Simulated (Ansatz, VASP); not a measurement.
## GaGe: VASP beside Ansatz

```
CELL_PARAMETERS angstrom
0.00000 2.89784 2.89784
2.89784 0.00000 2.89784
2.89784 2.89784 0.00000
ATOMIC_POSITIONS crystal
Ga 0.75000 0.75000 0.75000
Ge 0.00000 0.00000 0.00000
```

The cell comes from a database or a generator and needn't be the stable form of this composition.

Alike in both runs: task single point; functional LDA; k mesh 6 × 6 × 6; occupations gaussian, width 0.1 eV; no spin polarisation.

|  | VASP | Ansatz |
| --- | --- | --- |
| version | VASP 6.6.1 | Ansatz 0.2.0 |
| potentials or method | VASP PAW LDA potentials, release 64 (Ga_d, Ge_d) | scalar-relativistic, plane waves, PAW |
| plane-wave cutoff (eV) | 520 | 420 |
| valence electrons in the cell | 27 | 27 |

```tsv
	VASP	Ansatz	Ansatz less VASP
gap on the k mesh at the Fermi level (eV)	none	none	-
pressure (GPa)	-4.2	-4.2	-0.06
```

A gap of «none» marks a metal or a gap that the smearing closes.
